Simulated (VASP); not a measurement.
An input for Quantum ESPRESSO's pw.x (written as the equivalent of a VASP run, and not itself run):

```
&CONTROL
  calculation = 'vc-relax'
  pseudo_dir = './pseudo'
  outdir = './out'
  tprnfor = .true.
  tstress = .true.
  nstep = 60
  forc_conv_thr = 0.00039
/
&SYSTEM
  ibrav = 0
  nat = 2
  ntyp = 1
  ecutwfc = 88
  occupations = 'smearing'
  smearing = 'methfessel-paxton'
  degauss = 0.00735
  input_dft = 'vdw-df-ob86'
/
&ELECTRONS
  conv_thr = 7.3e-08
  electron_maxstep = 100
/
&IONS
/
&CELL
/
ATOMIC_SPECIES
  Be 9.012 Be.upf
CELL_PARAMETERS angstrom
     1.1450000   -1.9831980    0.0000000
     1.1450000    1.9831980    0.0000000
     0.0000000    0.0000000    3.5800000
ATOMIC_POSITIONS crystal
  Be   0.3333330  0.6666670  0.2500000
  Be   0.6666670  0.3333330  0.7500000
K_POINTS automatic
  16 16 9 0 0 0
```

Translate this input to VASP (INCAR, KPOINTS, POSCAR, choice of POTCAR).

One answer among several that fit: 
### INCAR
```
SYSTEM = Be
PREC = Accurate; ENCUT = 520; LREAL = F
LASPH = T
EDIFF = 1E-6; NELM = 100; ALGO = Normal
ISMEAR = 1; SIGMA = 0.1
GGA = MK; LUSE_VDW = T; AGGAC = 0.0
PARAM1 = 0.1234; PARAM2 = 1.0
IBRION = 2; NSW = 60; ISIF = 3
EDIFFG = -0.01
LWAVE = F; LCHARG = F
```

KPOINTS:
```
Automatic mesh
0
Gamma
16 16 9
0 0 0
```

File POSCAR:
```
Be
1
    1.1450000000    -1.9831980000     0.0000000000
    1.1450000000     1.9831980000     0.0000000000
    0.0000000000     0.0000000000     3.5800000000
Be
2
Direct
  0.3333330000   0.6666670000   0.2500000000
  0.6666670000   0.3333330000   0.7500000000
```

POTCAR, in this order: Be (PBE.64 set). Program: vasp_std.

Limits of the translation: the potentials are each code's own (VASP's PAW set, PseudoDojo norm-conserving files in pw.x), so ENCUT and ecutwfc are chosen apart and not converted; conv_thr bounds pw.x's estimated SCF error, while EDIFF bounds the energy change between steps; forc_conv_thr acts on force components and is met together with etot_conv_thr.

The compound is Be in the hcp structure. This run relaxes it. Symmetry was kept, so distortions that lower it aren't found.
